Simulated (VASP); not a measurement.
# AlB3P4 (Pmn2_1) in VASP: a series of runs, part 2 of 2

VASP 6.6.1.

**3. Relaxation of cell and atoms, PBE**

Contents of INCAR:

```
SYSTEM = AlB3P4
  PREC = Accurate
  ENCUT = 520
  EDIFF = 1E-7
  ISMEAR = 0
  SIGMA = 0.03
  LREAL = .False.
  LASPH = .True.
  NELM = 120
  ALGO = Normal
  ISIF = 3
  LWAVE = .False.
  LCHARG = .False.
  GGA = PE
  IBRION = 2
  NSW = 60
  EDIFFG = -0.005
  POTIM = 0.3
  KPAR = 8
```

Contents of KPOINTS:

```
regular mesh
0
Gamma
  4 4 6
  0 0 0
```

Contents of POSCAR:

```
AlB3P4                                  
1.0
    6.7561722191      0.0000000000      0.0000000000
    0.0000000000      5.8447830550      0.0000000000
    0.0000000000      0.0000000000      5.5822782991
  Al              B               P             
     2     6     8
Direct
     1.0000000000000000    0.6624897994623535    0.5017044755693120
     0.5000000000000000    0.3375102005376468    0.0017044755693120
     1.0000000000000000    0.3171906987591854    0.9997583430203848
     0.7516201663454618    0.8375887413405640    0.0016679803611148
     0.2483798336545383    0.8375887413405640    0.0016679803611148
     0.5000000000000000    0.6828093012408144    0.4997583430203848
     0.7483798336545382    0.1624112586594359    0.5016679803611146
     0.2516201663454617    0.1624112586594359    0.5016679803611146
     1.0000000000000000    0.6530647940373661    0.9171110388056024
     0.7247021816204233    0.8518466148301381    0.3619942949813333
     0.2752978183795767    0.8518466148301381    0.3619942949813333
     0.5000000000000000    0.7101928359408612    0.8593006119197970
     0.5000000000000000    0.3469352059626340    0.4171110388056025
     0.7752978183795767    0.1481533851698617    0.8619942949813331
     0.2247021816204234    0.1481533851698617    0.8619942949813331
     1.0000000000000000    0.2898071640591389    0.3593006119197968
```

Potentials or basis: VASP PAW PBE potentials, release 64 (Al, B, P).

Launch:

```
$ cat potpaw_PBE.64/Al/POTCAR potpaw_PBE.64/B/POTCAR potpaw_PBE.64/P/POTCAR > POTCAR
$ mpirun -np 8 vasp_std > vasp.out
```

OUTCAR:

```text
SYSTEM = AlB3P4
   PREC = Accurate
   ENCUT = 520
   EDIFF = 1E-7
   ISMEAR = 0
   LREAL = .False.
   LASPH = .True.
   NELM = 120
   ISIF = 3
   GGA = PE
   IBRION = 2
   NSW = 60
   EDIFFG = -0.005
   POTIM = 0.3

 ion  position               nearest neighbor table
   1  0.000  0.662  0.502-  10 2.30  11 2.30  16 2.32   9 2.32
   2  0.500  0.338  0.002-  14 2.30  15 2.30  12 2.32  13 2.32
   3  0.000  0.317  1.000-  14 1.97  15 1.97  16 2.01   9 2.02
   4  0.752  0.838  0.002-  14 1.98  12 2.02  10 2.02   9 2.05
   5  0.248  0.838  0.002-  15 1.98  12 2.02  11 2.02   9 2.05
   6  0.500  0.683  0.500-  10 1.97  11 1.97  12 2.01  13 2.02
[... 8 lines left out ...]
  15  0.225  0.148  0.862-   3 1.97   5 1.98   8 2.02   2 2.30
  16  0.000  0.290  0.359-   3 2.01   7 2.02   8 2.02   1 2.32

  LATTYP: Found a simple orthorhombic cell.
 ALAT       =     5.5822782991
 B/A-ratio  =     1.0470246630
 C/A-ratio  =     1.2102893939
[... 320 lines left out ...]
  free energy    TOTEN  =       -95.52715014 eV

  energy without entropy =      -95.52715014  energy(sigma->0) =      -95.52715014

 E-fermi :   7.1984     XC(G=0): -10.3717

 val. band max:        7.0669880342   @ k =   0.0000   0.0000   0.0000
 cond. band min:       7.8591501962   @ k =   0.0000   0.0000   0.0000
 fundamental gap:      0.7921621619
 Fermi energy:         7.1984230395

 k-point     1 :       0.0000    0.0000    0.0000
  band No.  band energies     occupation
      1      -7.8115      2.00000
      2      -5.6171      2.00000
      3      -5.4818      2.00000
      4      -5.1377      2.00000
      5      -4.5305      2.00000
      6      -3.8198      2.00000
[... 1045 lines left out ...]
     40      10.3595      0.00000
     41      10.4909      0.00000

 [... further k-points ...]

------------------------ aborting loop because EDIFF is reached ----------------------------------------

  FORCE on cell =-STRESS in cart. coord.  units (eV):
  Direction    XX          YY          ZZ          XY          YZ          ZX
  --------------------------------------------------------------------------------------
  -------------------------------------------------------------------------------------
  Total       -0.0127985     -0.0260479      0.0131980      0.0000000      0.0000000      0.0000000
  in kB       -0.0930155     -0.1893082      0.0959188      0.0000000      0.0000000      0.0000000
  external PRESSURE =      -0.0621350 kB  Pullay stress =       0.0000000 kB
[... 31 lines left out ...]
  FREE ENERGIE OF THE ION-ELECTRON SYSTEM (eV)
  ---------------------------------------------------
  free  energy   TOTEN  =       -95.5271501417 eV

  energy  without entropy=      -95.5271501417  energy(sigma->0) =      -95.52715014

 reached required accuracy - stopping structural energy minimisation
```

OSZICAR:

```text
N       E                     dE             d eps       ncg     rms          rms(c)
DAV:   1     0.216965588101E+03    0.21697E+03   -0.27451E+04  2952   0.136E+03
DAV:   2    -0.792196794049E+02   -0.29619E+03   -0.28277E+03  3644   0.217E+02
DAV:   3    -0.986096600605E+02   -0.19390E+02   -0.19122E+02  3736   0.548E+01
[... 18 lines left out ...]
DAV:   1    -0.955271467505E+02   -0.75376E-05   -0.12094E-03  3185   0.150E-01    0.197E-02
DAV:   2    -0.955271510840E+02   -0.43335E-05   -0.61601E-05  3656   0.337E-02    0.792E-03
DAV:   3    -0.955271505330E+02    0.55098E-06   -0.16049E-06  3685   0.620E-03    0.529E-03
DAV:   4    -0.955271501906E+02    0.34240E-06   -0.88268E-07  3616   0.407E-03    0.173E-03
DAV:   5    -0.955271501417E+02    0.48953E-07   -0.18226E-07  2488   0.183E-03
   3 F= -.95527150E+02 E0= -.95527150E+02  d E =-.196897E-04
```

CONTCAR:

```text
AlB3P4
   1.00000000000000
     6.7561309278758417    0.0000000000000000    0.0000000000000000
     0.0000000000000000    5.8453908856172960    0.0000000000000000
     0.0000000000000000    0.0000000000000000    5.5821626509569633
  Al              B               P
     2     6     8
Direct
     0.0000000000000000    0.6626001649211887    0.5017508609233007
     0.5000000000000000    0.3373998350788113    0.0017508609233006
     0.0000000000000000    0.3172691495261905    0.9997825762832904
     0.7516354374361127    0.8375348704181743    0.0016335917772975
     0.2483645625638872    0.8375348704181743    0.0016335917772975
     0.5000000000000000    0.6827308504738095    0.4997825762832904
[... 8 lines left out ...]
     0.2247214984888724    0.1481412266085887    0.8619822758006286
     0.0000000000000000    0.2899803398376751    0.3593305962085135

  0.00000000E+00  0.00000000E+00  0.00000000E+00
  0.00000000E+00  0.00000000E+00  0.00000000E+00
  0.00000000E+00  0.00000000E+00  0.00000000E+00
  0.00000000E+00  0.00000000E+00  0.00000000E+00
  0.00000000E+00  0.00000000E+00  0.00000000E+00
  0.00000000E+00  0.00000000E+00  0.00000000E+00
[... 8 lines left out ...]
  0.00000000E+00  0.00000000E+00  0.00000000E+00
  0.00000000E+00  0.00000000E+00  0.00000000E+00
```

It took 2.1 min on 8 MPI ranks of Intel Xeon Platinum 8259CL at 2.50GHz (Skylake/Cascade Lake), shared host; peak memory 0.5 GiB.

Results:

```yaml
Free_energy: -95.5272 eV
Energy_gained_by_relaxing: 0.0 meV/atom
Ionic_steps: 3
Pressure_after_relaxing: 0.0 GPa
Largest_force_after_relaxing: 0.005 eV/Å
Band_gap_on_the_k_mesh: 0.79 eV, direct
```

Forces on the atoms (eV/Å):
```
Al   0.000  0.005  0.001
Al   0.000 -0.005  0.001
B    0.000 -0.002 -0.002
B   -0.001  0.000  0.000
B    0.001  0.000  0.000
B    0.000  0.002 -0.002
B    0.001  0.000  0.000
B   -0.001  0.000  0.000
P    0.000 -0.002  0.001
P   -0.003  0.001  0.000
P    0.003  0.001  0.000
P    0.000 -0.001  0.001
P    0.000  0.002  0.001
P    0.003 -0.001  0.000
P   -0.003 -0.001  0.000
P    0.000  0.001  0.001
```

Final structure:
```xyz
16
Lattice="6.7561 0.0000 0.0000 0.0000 5.8454 0.0000 0.0000 0.0000 5.5822" Properties=species:S:1:pos:R:3 pbc="T T T"
Al    0.0000    3.8732    2.8009
Al    3.3781    1.9722    0.0098
B     0.0000    1.8546    5.5809
B     5.0781    4.8957    0.0091
B     1.6780    4.8957    0.0091
B     3.3781    3.9908    2.7899
B     5.0560    0.9497    2.8002
B     1.7001    0.9497    2.8002
P     0.0000    3.8177    5.1194
P     4.8963    4.9794    2.0206
P     1.8598    4.9794    2.0206
P     3.3781    4.1503    4.7969
P     3.3781    2.0277    2.3283
P     5.2379    0.8659    4.8117
P     1.5182    0.8659    4.8117
P     0.0000    1.6950    2.0058
```

A k mesh can miss the band edges.
